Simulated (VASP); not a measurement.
TeSe4:

```
Te Se
1.0
     5.16025    0.00000    0.00000
     0.00000    5.16025    0.00000
     0.00000    0.00000    5.16025
Te Se
1 4
Direct
  0.00000 0.00000 0.00000
  0.30947 0.30947 0.30947
  0.69053 0.69053 0.30947
  0.30947 0.69053 0.69053
  0.69053 0.30947 0.69053
```

The cell was built by a generator and needn't be a form met in nature.

```yaml
Program: VASP 6.6.1
Task: single point
Functional: PBE
Potentials_or_basis: VASP PAW PBE potentials, release 64 (Te, Se)
Cutoff: 520 eV
k_mesh: 5 × 5 × 5
Occupations: fermi-dirac, width 0.05 eV
Spin: no spin polarisation
```

On this cell: pressure 0.0 GPa; largest force 0.023 eV/Å; band gap on the k mesh none (metal or under the smearing width).

The same run follows on a disturbed copy (atoms moved at random, drawn with an rms of 0.05 Å):

```
CELL_PARAMETERS angstrom
5.16025 0.00000 0.00000
0.00000 5.16025 0.00000
0.00000 0.00000 5.16025
ATOMIC_POSITIONS crystal
Te 0.00460 0.99523 0.99971
Se 0.30394 0.30764 0.30925
Se 0.68068 0.68743 0.30924
Se 0.31490 0.69241 0.68474
Se 0.68809 0.30552 0.69115
```

Problem. What changes?

Solution. The energy (extrapolated to zero smearing) moves by +0.3 meV/atom; pressure 0.2 GPa; largest force 0.213 eV/Å; band gap on the k mesh none (metal or under the smearing width).

Forces on the atoms (eV/Å):
```
Te  -0.131  0.153 -0.034
Se  -0.084 -0.106 -0.133
Se   0.021 -0.012  0.036
Se   0.031  0.044  0.019
Se   0.163 -0.079  0.112
```

Stress tensor (GPa, compression positive):
```
 0.17  0.06 -0.08
 0.06  0.16  0.32
-0.08  0.32  0.16
```
